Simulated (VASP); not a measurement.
These are LDA (Ceperley-Alder, Perdew-Zunger), VASP's LDA PAW potentials (set 64) (plane waves; VASP) values and carry that method's errors. Each cell was relaxed at this level.

Q: Which of these has an unstable (imaginary) mode at Γ?
A) HfN, Fm-3m (225)
B) AgCl, Fm-3m (225)
C) BaTiO3, Pm-3m (221)
D) CdSe, P6_3mc (186)

A: C, BaTiO3, Pm-3m (221). Its optical Γ-point modes are 157i (×3), 185 (×3), 290 (×3), 477 (×3) cm⁻¹.
